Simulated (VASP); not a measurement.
These are r2SCAN meta-GGA, VASP's PBE PAW potentials (set 64) (plane waves; VASP) values and carry that method's errors.

VASP ran on this input.

**INCAR**
```
SYSTEM = Sm
PREC = Accurate; ENCUT = 400; LREAL = .FALSE.
LASPH = .TRUE.
EDIFF = 1E-7; NELM = 100; ALGO = Normal
LMAXMIX = 6; LMIXTAU = .TRUE.
ISMEAR = -5
METAGGA = R2SCAN
ISIF = 2
LWAVE = .FALSE.; LCHARG = .FALSE.; LORBIT = 11
NEDOS = 601
```

**POSCAR**
```
Sm
1
   -3.0721052612     3.0721052612     1.7469729970
    3.0721052612    -3.0721052612     1.7469729970
    3.0721052612     3.0721052612    -1.7469729970
Sm
2
Direct
  0.7500000000   0.2500000000   0.5000000000
  1.0000000000   1.0000000000   1.0000000000
```

File KPOINTS:
```
Automatic
0
G
 13 13 13
0 0 0
```

File KPOINTS_OPT:
```
k-points along high-symmetry lines
7
Line-mode
Reciprocal
  0.000000   0.000000   0.000000 ! GAMMA
  0.000000   0.000000   0.500000 ! X

  0.000000   0.000000   0.500000 ! X
 -0.500000   0.500000   0.500000 ! M

 -0.500000   0.500000   0.500000 ! M
  0.000000   0.000000   0.000000 ! GAMMA

  0.000000   0.000000   0.000000 ! GAMMA
  0.324423   0.324423  -0.324423 ! Z

 -0.324423   0.675577   0.324423 ! Z_0
 -0.500000   0.500000   0.500000 ! M

  0.000000   0.000000   0.500000 ! X
  0.250000   0.250000   0.250000 ! P

  0.250000   0.250000   0.250000 ! P
  0.000000   0.500000   0.000000 ! N

  0.000000   0.500000   0.000000 ! N
  0.000000   0.000000   0.000000 ! GAMMA
```

POTCAR, in this order: Sm_3 (PBE.64 set). Program: vasp_std.

What VASP printed:

File OSZICAR:
```
       N       E                     dE             d eps       ncg     rms          rms(c)
DAV:   1     0.101077888982E+03    0.10108E+03   -0.98020E+03  5880   0.113E+03
DAV:   2    -0.610240664540E+02   -0.16210E+03   -0.16086E+03  7028   0.321E+02
DAV:   3    -0.640469198001E+02   -0.30229E+01   -0.29889E+01  8029   0.419E+01
DAV:   4    -0.640656043370E+02   -0.18685E-01   -0.18610E-01  6559   0.373E+00
DAV:   5    -0.640658763386E+02   -0.27200E-03   -0.27190E-03  8120   0.399E-01    0.500E+00
DAV:   6    -0.588546231735E+02    0.52113E+01   -0.11734E+00  5894   0.120E+01    0.226E+00
DAV:   7    -0.583476459952E+02    0.50698E+00   -0.72322E-01  6027   0.714E+00    0.778E-01
DAV:   8    -0.586166536464E+02   -0.26901E+00   -0.51647E-01  5929   0.638E+00    0.335E-01
DAV:   9    -0.587591432852E+02   -0.14249E+00   -0.43561E-01  5922   0.602E+00    0.260E-01
DAV:  10    -0.587610334220E+02   -0.18901E-02   -0.66644E-03  8267   0.712E-01    0.262E-01
DAV:  11    -0.587611796257E+02   -0.14620E-03   -0.28566E-04  6405   0.159E-01    0.237E-01
DAV:  12    -0.587491817872E+02    0.11998E-01   -0.30457E-03  6510   0.462E-01    0.198E-01
DAV:  13    -0.587464149989E+02    0.27668E-02   -0.12762E-03  6006   0.397E-01    0.205E-01
DAV:  14    -0.587482145399E+02   -0.17995E-02   -0.42993E-03  6139   0.684E-01    0.147E-01
DAV:  15    -0.587471761721E+02    0.10384E-02   -0.22679E-03  6083   0.408E-01    0.837E-02
DAV:  16    -0.587476045845E+02   -0.42841E-03   -0.91111E-05  7945   0.804E-02    0.825E-02
DAV:  17    -0.587480696412E+02   -0.46506E-03   -0.40181E-04  6517   0.171E-01    0.208E-02
DAV:  18    -0.587482619500E+02   -0.19231E-03   -0.14682E-04  6608   0.105E-01    0.175E-02
DAV:  19    -0.587482702493E+02   -0.82993E-05   -0.85271E-06  7735   0.274E-02    0.131E-02
DAV:  20    -0.587482352907E+02    0.34959E-04   -0.28538E-05  6454   0.408E-02    0.110E-02
DAV:  21    -0.587482503896E+02   -0.15099E-04   -0.62475E-06  6258   0.209E-02    0.740E-03
DAV:  22    -0.587482434516E+02    0.69380E-05   -0.26554E-06  7224   0.147E-02    0.222E-03
DAV:  23    -0.587482521753E+02   -0.87237E-05   -0.85821E-07  6594   0.885E-03    0.349E-04
DAV:  24    -0.587482497743E+02    0.24010E-05   -0.85765E-08  3857   0.265E-03    0.214E-04
DAV:  25    -0.587482508137E+02   -0.10394E-05   -0.90627E-09  3591   0.103E-03    0.271E-04
DAV:  26    -0.587482500342E+02    0.77956E-06   -0.77642E-09  3423   0.926E-04    0.757E-05
DAV:  27    -0.587482501629E+02   -0.12874E-06   -0.17578E-09  3409   0.451E-04    0.233E-05
DAV:  28    -0.587482501177E+02    0.45173E-07   -0.48711E-10  3409   0.207E-04
   1 F= -.58748250E+02 E0= -.58748250E+02  d E =0.000000E+00
       N       E                     dE             ncg
```

**OUTCAR**
```
------------------------ aborting loop because EDIFF is reached ----------------------------------------
  FORCE on cell =-STRESS in cart. coord.  units (eV):
  Direction    XX          YY          ZZ          XY          YZ          ZX
  --------------------------------------------------------------------------------------
  Total       -0.0040840     -0.0040840      0.0350084      0.0000000      0.0000000      0.0000000
  in kB       -0.0992161     -0.0992161      0.8504796      0.0000000      0.0000000      0.0000000
  external PRESSURE =       0.2173491 kB  Pullay stress =       0.0000000 kB
  volume of cell :       65.95
      direct lattice vectors                 reciprocal lattice vectors
    -3.072105261  3.072105261  1.746972997     0.000000000  0.162754840  0.286209347
     3.072105261 -3.072105261  1.746972997     0.162754840  0.000000000  0.286209347
     3.072105261  3.072105261 -1.746972997     0.162754840  0.162754840  0.000000000
 POSITION                                       TOTAL-FORCE (eV/Angst)
 -----------------------------------------------------------------------------------
      0.00000      3.07211      0.87349         0.000000     -0.000000     -0.000000
      0.00000      0.00000      0.00000        -0.000000      0.000000      0.000000
 -----------------------------------------------------------------------------------
    total drift:                                0.000000     -0.000000      0.000000
  FREE ENERGIE OF THE ION-ELECTRON SYSTEM (eV)
  ---------------------------------------------------
  free  energy   TOTEN  =       -58.7482501177 eV

  energy  without entropy=      -58.7482501177  energy(sigma->0) =      -58.74825012

 total charge

# of ion       s       p       d       tot
------------------------------------------
    1        2.190   5.878   1.051   9.118
    2        2.190   5.878   1.051   9.118
--------------------------------------------------
tot          4.379  11.755   2.102  18.237
```
(Selected blocks of OUTCAR.)

The 4f electrons are frozen in the core of the lanthanide potential, so 4f levels, which can set the real gap, and their magnetism are missing. For a metal the tetrahedron method with Blöchl corrections gives inexact stress and forces.

The structure was generated: Sm was put into the beta-Sn type (I4_1/amd), which need not be its known phase. It was relaxed first, which changed the volume by -5 %.
